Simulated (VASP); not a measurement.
Set up this calculation in VASP 6.6.1, as the native input.

```
Task                   : relaxation of shape and atoms at fixed volume
Functional             : PBE
Potentials or basis    : VASP PAW PBE potentials, release 64 (Bi, Te)
Cutoff                 : 300 eV
k mesh                 : 4 × 4 × 4
Occupations            : gaussian, width 0.03 eV
Spin                   : no spin polarisation
Further INCAR settings : ALGO = Fast; EDIFF = 1e-07; IBRION = 2; EDIFFG = -0.01; NSW = 40; ISIF = 4
```

The structure of Bi2Te3 (Tellurobismuthite) lies in POSCAR:

```
Bi2Te3                                  
1.0
    2.2229574381      1.2834250752     10.6681288831
   -2.2229574381      1.2834250752     10.6681288831
    0.0000000000     -2.5668501506     10.6681288831
  Bi              Te            
     2     3
Direct
     0.3971509336043398    0.3971509336043398    0.3971509336043398
     0.6028490663956600    0.6028490663956600    0.6028490663956600
     0.0000000000000000    0.0000000000000000    0.0000000000000000
     0.2157282134917677    0.2157282134917677    0.2157282134917677
     0.7842717865082324    0.7842717865082324    0.7842717865082324
```

The input as run:

INCAR

```
SYSTEM = Bi2Te3
ALGO = Fast
EDIFF = 1E-7
EDIFFG = -0.01
ENCUT = 300
GGA = PE
IBRION = 2
ISIF = 4
ISMEAR = 0
LASPH = .TRUE.
LCHARG = .FALSE.
LREAL = .FALSE.
LWAVE = .FALSE.
NELM = 80
NSW = 40
PREC = Accurate
SIGMA = 0.03
```

KPOINTS

```
k-points
0
G
  4 4 4
  0 0 0
```

Potentials or basis: VASP PAW PBE potentials, release 64 (Bi, Te).

Launch:

```bash
$ cat potpaw_PBE.64/Bi/POTCAR potpaw_PBE.64/Te/POTCAR > POTCAR
$ mpirun -np 1 vasp_std > vasp.out
```

Results of the run:

```json
{"Pressure after relaxing": "0.0 GPa", "Largest force after relaxing": "0.004 eV/Å", "Band gap on the k mesh": "0.52 eV, direct"}
```

Caveat: the relaxation stopped at its first step, so nothing moved; spin-orbit coupling is left out, which as a rule narrows the gap of such compounds by several tenths of an eV.

Run time: 76 s on 1 thread of Intel(R) Xeon(R) 6975P-C (Granite Rapids), on a shared host, peak memory 0.48 GiB.
